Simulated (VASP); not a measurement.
Output of a VASP run:

### OUTCAR
```
 ion  position               nearest neighbor table
   1  0.250  0.250  0.250-   3 2.50   3 2.50   3 2.50   3 2.50   2 2.89   2 2.89   2 2.89   2 2.89
                             2 2.89   2 2.89
   2  0.750  0.750  0.750-   3 2.50   3 2.50   3 2.50   3 2.50   1 2.89   1 2.89   1 2.89   1 2.89
                             1 2.89   1 2.89
   3  0.000  0.000  0.000-   1 2.50   2 2.50   2 2.50   2 2.50   2 2.50   1 2.50   1 2.50   1 2.50
  LATTYP: Found a face centered cubic cell.
 ALAT       =     5.7743671832
 Subroutine PRICEL returns:
 Original cell was already a primitive cell.
 Subroutine GETGRP returns: Found 48 space group operations
The static configuration has the point symmetry O_h .
The dynamic configuration has the point symmetry O_h .
 Subroutine INISYM returns: Found 48 space group operations
 Subroutine IBZKPT returns following result:
 Found     35 irreducible k-points:

 Following reciprocal coordinates:
            Coordinates               Weight
  0.000000  0.000000  0.000000      1.000000
  0.111111  0.000000  0.000000      8.000000
  0.222222  0.000000  0.000000      8.000000
  0.333333  0.000000  0.000000      8.000000
  0.444444  0.000000  0.000000      8.000000
  0.111111  0.111111  0.000000      6.000000
  0.222222  0.111111  0.000000     24.000000
  0.333333  0.111111  0.000000     24.000000
  0.444444  0.111111  0.000000     24.000000
 -0.444444  0.111111  0.000000     24.000000
 -0.333333  0.111111  0.000000     24.000000
 -0.222222  0.111111  0.000000     24.000000
 -0.111111  0.111111  0.000000     12.000000
  0.222222  0.222222  0.000000      6.000000
  0.333333  0.222222  0.000000     24.000000
  0.444444  0.222222  0.000000     24.000000
 -0.444444  0.222222  0.000000     24.000000
 -0.333333  0.222222  0.000000     24.000000
 -0.222222  0.222222  0.000000     12.000000
  0.333333  0.333333  0.000000      6.000000
  0.444444  0.333333  0.000000     24.000000
 -0.444444  0.333333  0.000000     24.000000
 -0.333333  0.333333  0.000000     12.000000
  0.444444  0.444444  0.000000      6.000000
 -0.444444  0.444444  0.000000     12.000000
  0.333333  0.222222  0.111111     24.000000
  0.444444  0.222222  0.111111     48.000000
 -0.444444  0.222222  0.111111     48.000000
  0.444444  0.333333  0.111111     24.000000
 -0.444444  0.333333  0.111111     48.000000
 -0.333333  0.333333  0.111111     48.000000
 -0.222222  0.333333  0.111111     24.000000
 -0.444444  0.444444  0.111111     24.000000
 -0.333333  0.444444  0.111111     24.000000
 -0.333333  0.444444  0.222222     24.000000
   k-points           NKPTS =     35   k-points in BZ     NKDIM =     35   number of bands    NBANDS=     12
   number of dos      NEDOS =    301   number of ions     NIONS =      3
   total plane-waves  NPLWV =  27000
   dimension x,y,z NGX =    30 NGY =   30 NGZ =   30
   dimension x,y,z NGXF=    60 NGYF=   60 NGZF=   60
   ions per type =               2   1
   PREC   = accura    normal or accurate (medium, high low for compatibility)
   ISTART =      0    job   : 0-new  1-cont  2-samecut
   ICHARG =      2    charge: 1-file 2-atom 10-const
   ISPIN  =      1    spin polarized calculation?
   LNONCOLLINEAR =      F non collinear calculations
   LSORBIT =      F    spin-orbit coupling
   INIWAV =      1    electr: 0-lowe 1-rand  2-diag
   ENCUT  =  500.0 eV  36.75 Ry    6.06 a.u.   7.44  7.44  7.44*2*pi/ulx,y,z
   NELM   =    100;   NELMIN=  2; NELMDL= -5     # of ELM steps
   EDIFF  = 0.1E-05   stopping-criterion for ELM
   LREAL  =      F    real-space projection
   NLSPLINE    = F    spline interpolate recip. space projectors
   LMAXMIX     =    6 max onsite mixed and CHGCAR
   VOSKOWN=      0    Vosko Wilk Nusair interpolation
   EDIFFG = -.2E-01   stopping-criterion for IOM
   NSW    =     40    number of steps for IOM
   NBLOCK =      1;   KBLOCK =     40    inner block; outer block
   IBRION =      2    ionic relax: 0-MD 1-quasi-New 2-CG
   NFREE  =      1    steps in history (QN), initial steepest desc. (CG)
   ISIF   =      3    stress and relaxation
...
```

**OSZICAR**
```
       N       E                     dE             d eps       ncg     rms          rms(c)
DAV:   1     0.485261085398E+02    0.48526E+02   -0.68030E+03   864   0.111E+03
DAV:   2    -0.163803862191E+02   -0.64906E+02   -0.58953E+02   916   0.188E+02
DAV:   3    -0.183565915595E+02   -0.19762E+01   -0.19284E+01  1068   0.317E+01
DAV:   4    -0.183740600426E+02   -0.17468E-01   -0.17465E-01   984   0.348E+00
DAV:   5    -0.183743021524E+02   -0.24211E-03   -0.24210E-03  1080   0.448E-01    0.101E+01
DAV:   6    -0.178138821783E+02    0.56042E+00   -0.26869E+00   980   0.162E+01    0.252E+00
DAV:   7    -0.177228232345E+02    0.91059E-01   -0.17499E-01   908   0.435E+00    0.184E+00
DAV:   8    -0.176841774599E+02    0.38646E-01   -0.29755E-02  1008   0.164E+00    0.272E-01
DAV:   9    -0.176839670892E+02    0.21037E-03   -0.18354E-03  1012   0.414E-01    0.175E-01
DAV:  10    -0.176839935573E+02   -0.26468E-04   -0.23473E-04   976   0.140E-01    0.171E-02
DAV:  11    -0.176839907852E+02    0.27721E-05   -0.11275E-05  1036   0.362E-02    0.855E-03
DAV:  12    -0.176839907948E+02   -0.96724E-08   -0.91086E-07   656   0.800E-03
   1 F= -.14679696E+02 E0= -.14679868E+02  d E =-.146797E+02
```

### OUTCAR
```
------------------------ aborting loop because EDIFF is reached ----------------------------------------
  FORCE on cell =-STRESS in cart. coord.  units (eV):
  Direction    XX          YY          ZZ          XY          YZ          ZX
  --------------------------------------------------------------------------------------
  Total        2.9973504      2.9973504      2.9973504     -0.0000000     -0.0000000      0.0000000
  in kB       99.7688365     99.7688365     99.7688365     -0.0000000     -0.0000000      0.0000000
  external PRESSURE =      -0.2311635 kB  Pullay stress =     100.0000000 kB
  volume of cell :       48.13
      direct lattice vectors                 reciprocal lattice vectors
     0.000000000  2.887183592  2.887183592    -0.173179150  0.173179150  0.173179150
     2.887183592  0.000000000  2.887183592     0.173179150 -0.173179150  0.173179150
     2.887183592  2.887183592  0.000000000     0.173179150  0.173179150 -0.173179150
 POSITION                                       TOTAL-FORCE (eV/Angst)
 -----------------------------------------------------------------------------------
      1.44359      1.44359      1.44359         0.000000      0.000000      0.000000
      4.33078      4.33078      4.33078        -0.000000     -0.000000     -0.000000
      0.00000      0.00000      0.00000        -0.000000     -0.000000     -0.000000
 -----------------------------------------------------------------------------------
    total drift:                                0.000000     -0.000000     -0.000000
  FREE ENERGIE OF THE ION-ELECTRON SYSTEM (eV)
  ---------------------------------------------------
  free  energy   TOTEN  =       -17.6839907948 eV

  energy  without entropy=      -17.6845096003  energy(sigma->0) =      -17.68416373
  enthalpy is  TOTEN    =       -14.6796955118 eV   P V=        3.0042952831

 reached required accuracy - stopping structural energy minimisation
```
(Selected blocks of OUTCAR.)

File POSCAR:
```
PtAl2
1
    0.0000000000     2.8871835916     2.8871835916
    2.8871835916     0.0000000000     2.8871835916
    2.8871835916     2.8871835916     0.0000000000
Al Pt
2 1
Direct
  0.2500000000   0.2500000000   0.2500000000
  0.7500000000   0.7500000000   0.7500000000
  0.0000000000   0.0000000000   0.0000000000
```

Question: Write an INCAR and KPOINTS that could have produced this output.

Answer: Several could match; the one computed here: the input of the run itself, PBEsol GGA, plane waves, VASP's PBE PAW potentials (set 64).

KPOINTS:
```
Automatic mesh
0
Gamma
9 9 9
0 0 0
```

INCAR:
```
! general
SYSTEM  = PtAl2
PREC    = Accurate
ENCUT   = 500   ! plane-wave cut-off (eV)
LREAL   = .FALSE.
LASPH   = .TRUE.

! electronic loop
EDIFF   = 1E-6   ! SCF stop (eV)
NELM    = 100   ! most electronic steps
ALGO    = Normal   ! blocked Davidson
LMAXMIX = 6

! smearing
ISMEAR  = 1   ! Methfessel-Paxton
SIGMA   = 0.1

! functional
GGA     = PS

! ions
IBRION  = 2   ! conjugate gradients
NSW     = 40   ! most ionic steps
ISIF    = 3   ! ions, shape and volume
EDIFFG  = -0.02   ! ionic stop
PSTRESS = 100

! output
LWAVE   = .FALSE.
LCHARG  = .FALSE.
```

POTCAR, in this order: Al Pt (PBE.64 set). Program: vasp_std.

The compound is PtAl2 in the fluorite structure. It was relaxed first under an external pressure of 10 GPa.
